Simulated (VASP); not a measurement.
Consider the following.

```yaml
crystal:
  lattice:
    - [0.00000, 1.84365, 1.84365]
    - [1.84365, 0.00000, 1.84365]
    - [1.84365, 1.84365, 0.00000]
  atoms:
    - { symbol: B, position: [0.00000, 0.00000, 0.00000] }
    - { symbol: N, position: [0.25000, 0.25000, 0.25000] }
```

Calculation: PBE GGA, VASP's PBE PAW potentials (set 64) (plane waves; VASP). Run with 520 eV cut-off, 9×9×9 Γ-centred mesh, Gaussian smearing of 0.050 eV, potentials B N.

### Question
Predict the energy per atom (σ→0), pressure.

### Answer

| Property | Result |
|---|---|
| energy per atom (σ→0) | -8.709 eV/atom |
| pressure | -17.26 GPa |

Only differences to runs with the same potentials and settings are physical.

The compound is BN in the zinc blende structure. The cell was not relaxed at this level.
